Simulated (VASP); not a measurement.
VASP ran on this input.

POSCAR:
```
BP
3.2047070
  0.0000000000   0.7071067651   0.7071067651
  0.7071067651   0.0000000000   0.7071067651
  0.7071067651   0.7071067651   0.0000000000
B P
1 1
direct
  0.0000000000   0.0000000000   0.0000000000
  0.2500000000   0.2500000000   0.2500000000
```

**INCAR**
```
! general
SYSTEM = BP
PREC   = Accurate
ENCUT  = 400
LREAL  = .FALSE.
LASPH  = .TRUE.

! electronic loop
EDIFF  = 1E-6
NELM   = 100
ALGO   = Normal

! smearing
ISMEAR = 0
SIGMA  = 0.01

! functional
GGA    = PS

! ions
ISIF   = 2

! output
LWAVE  = .FALSE.
LCHARG = .FALSE.
```

File KPOINTS:
```
Automatic mesh
0
Gamma
10 10 10
0 0 0
```

POTCAR, in this order: B P (PBE.64 set). Program: vasp_std.

Problem. Translate this PBEsol calculation to Ansatz.

Solution. One equivalent input (not run):
Ansatz 0.2 input:
```yaml
crystal:
  lattice:
    - [0.0000000, 2.2660700, 2.2660700]
    - [2.2660700, 0.0000000, 2.2660700]
    - [2.2660700, 2.2660700, 0.0000000]
  atoms:
    - { symbol: B, position: [0.0000000, 0.0000000, 0.0000000] }
    - { symbol: P, position: [0.2500000, 0.2500000, 0.2500000] }
kpoints:
  mp_grid: { grid: [10, 10, 10] }
hamiltonian:
  xc: pbesol
  pseudopotentials: { kind: paw }
scf:
  occupations: { method: gaussian, width: 0.01 }
  max_iter: 100
output: { forces: true, stress: true, eigenvalues: true }
```
The two are equivalent in intent, not identical: each code has its own PAW files, so the cut-off isn't converted (ENCUT is set for VASP's; basis.ecutwfc is left out, and Ansatz then takes the one that its files recommend); Ansatz stops its SCF on the density residual and VASP on the energy change (EDIFF).

The structure comes from a computed database's BP entry; how it stands against other phases isn't given here. The cell was not relaxed at this level. The run is one of a series of settings (GGA = PS against the base run), some of them coarse on purpose.
